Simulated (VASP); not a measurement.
Method: PBE GGA with D3 dispersion (Becke-Johnson damping), VASP's PBE PAW potentials (set 64) (plane waves; VASP). For the first row: Numerical set-up: 520 eV cut-off, 7×7×7 Γ-centred mesh, Gaussian smearing of 0.050 eV, potentials Sn_d Te.

| system | energy (eV/atom) |
|---|---|
| SnTe (rock salt) | -4.1746 |
| Sn (beta) | -4.1878 |
| Te (trig) | -3.5781 |

The references are the elements' solids at the same level; no temperature or zero-point terms are added.  Spin-orbit coupling is left out, which shifts such energies by up to tenths of an eV for the heavy elements here.

Q: What is the formation energy per atom of SnTe?

A: The references average (1×(-4.1878) + 1×(-3.5781))/2 = -3.8830 eV, so the formation energy is -4.1746 − (-3.8830) = -0.292 eV/atom.
